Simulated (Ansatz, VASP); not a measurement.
ZnRe: VASP beside Ansatz

```
Re Zn
1.0
     2.74822    0.00000    0.00000
    -1.37411    2.38003    0.00000
     0.00000    0.00000    4.40418
Re Zn
1 1
Direct
  0.33333 0.66667 0.50000
  0.00000 0.00000 0.00000
```

The cell comes from a database or a generator and needn't be the stable form of this composition.

Alike in both runs: functional PBE; k mesh 9 × 9 × 5; occupations fermi-dirac, width 0.05 eV; no spin polarisation.

|  | VASP | Ansatz |
| --- | --- | --- |
| version | VASP 6.6.1 | Ansatz 0.2.0 |
| potentials or method | VASP PAW PBE potentials, release 64 (Re, Zn) | Ansatz PAW |
| plane-wave cutoff (eV) | 520 | 420 |
| valence electrons in the cell | 19 | 27 |
| task | single point | band structure |

VASP gave:

```
gap on the k mesh at the Fermi level (eV)       : none
pressure (GPa)                                  : 2.7
largest component of the traceless stress (GPa) : 2.07
```

Which values does Ansatz return?

gap on the k mesh at the Fermi level (eV): none; pressure (GPa): 2.7; largest component of the traceless stress (GPa): 1.74.

A gap of «none» marks a metal or a gap that the smearing closes. With one functional, cell and mesh, what is left measures potentials, basis and numerics. The two sets of potentials don't hold the same shells in valence.

Caveats: spin-orbit coupling is left out, which moves the levels of the heavy elements (Ansatz). Spin-orbit coupling is left out, which matters for the levels of Re.
